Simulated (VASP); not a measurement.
Output of a VASP run:

OSZICAR:
```
       N       E                     dE             d eps       ncg     rms          rms(c)
DAV:   1     0.112416520759E+03    0.11242E+03   -0.89503E+03   762   0.123E+03
DAV:   2    -0.399548357342E+00   -0.11282E+03   -0.10878E+03   874   0.291E+02
DAV:   3    -0.530236418840E+01   -0.49028E+01   -0.48924E+01   859   0.633E+01
DAV:   4    -0.532908567773E+01   -0.26721E-01   -0.26719E-01   834   0.469E+00
DAV:   5    -0.532926428753E+01   -0.17861E-03   -0.17861E-03   894   0.349E-01    0.555E+00
DAV:   6    -0.495997132498E+01    0.36929E+00   -0.68745E-01   928   0.985E+00    0.441E+00
DAV:   7    -0.494282815123E+01    0.17143E-01   -0.16847E-01   819   0.303E+00    0.194E+00
DAV:   8    -0.494607867313E+01   -0.32505E-02   -0.14236E-02   784   0.170E+00    0.251E-01
DAV:   9    -0.494680732307E+01   -0.72865E-03   -0.22922E-03   864   0.626E-01    0.529E-02
DAV:  10    -0.494702789239E+01   -0.22057E-03   -0.31541E-04   779   0.226E-01    0.545E-02
DAV:  11    -0.494716253098E+01   -0.13464E-03   -0.27908E-04   784   0.111E-01    0.189E-02
DAV:  12    -0.494716071447E+01    0.18165E-05   -0.79663E-06   887   0.363E-02    0.583E-03
DAV:  13    -0.494716461849E+01   -0.39040E-05   -0.11213E-05   779   0.197E-02    0.469E-03
DAV:  14    -0.494716459151E+01    0.26985E-07   -0.14407E-07   758   0.273E-03
   1 F= -.49471646E+01 E0= -.49471646E+01  d E =0.000000E+00
```

File OUTCAR:
```
------------------------ aborting loop because EDIFF is reached ----------------------------------------
  FORCE on cell =-STRESS in cart. coord.  units (eV):
  Direction    XX          YY          ZZ          XY          YZ          ZX
  --------------------------------------------------------------------------------------
  Total        0.0170654      0.0170654      0.0170654      0.0000000      0.0000000     -0.0000000
  in kB        0.4439955      0.4439955      0.4439955      0.0000000      0.0000000     -0.0000000
  external PRESSURE =       0.4439955 kB  Pullay stress =       0.0000000 kB
  volume of cell :       61.58
      direct lattice vectors                 reciprocal lattice vectors
     0.000000000  3.134292258  3.134292258    -0.159525647  0.159525647  0.159525647
     3.134292258  0.000000000  3.134292258     0.159525647 -0.159525647  0.159525647
     3.134292258  3.134292258  0.000000000     0.159525647  0.159525647 -0.159525647
  FREE ENERGIE OF THE ION-ELECTRON SYSTEM (eV)
  ---------------------------------------------------
  free  energy   TOTEN  =        -4.9471645915 eV

  energy  without entropy=       -4.9471645915  energy(sigma->0) =       -4.94716459

 total charge

# of ion       s       p       d       tot
------------------------------------------
    1        0.429   0.266   9.559  10.253
    2        1.444   2.366   0.017   3.827
--------------------------------------------------
tot          1.873   2.632   9.575  14.080
```
(Selected blocks of OUTCAR.)

**POSCAR**
```
CdSe
1
    0.0000000000     3.1342922583     3.1342922583
    3.1342922583     0.0000000000     3.1342922583
    3.1342922583     3.1342922583     0.0000000000
Cd Se
1 1
Direct
  0.0000000000   0.0000000000   0.0000000000
  0.2500000000   0.2500000000   0.2500000000
```

Problem. Reconstruct the remaining input files.

Solution. This is not unique; one that fits is the input of the run itself, revPBE GGA, plane waves, VASP's PBE PAW potentials (set 64).

**INCAR**
```
! general
SYSTEM  = CdSe
PREC    = Accurate
ENCUT   = 520
LREAL   = F
LASPH   = T

! electronic loop
EDIFF   = 1E-7
NELM    = 100
ALGO    = Normal
LMAXMIX = 4

! smearing
ISMEAR  = -5

! functional
GGA     = RE

! ions
ISIF    = 2

! output
LWAVE   = F
LCHARG  = T
LORBIT  = 11
NEDOS   = 601
```

**KPOINTS**
```
Automatic mesh
0
Gamma
8 8 8
0 0 0
```

POTCAR, in this order: Cd Se (PBE.64 set). Program: vasp_std.

The compound is CdSe in the zinc blende structure, whereas wurtzite is the usual form. It was relaxed first, which changed the volume by +11 %.
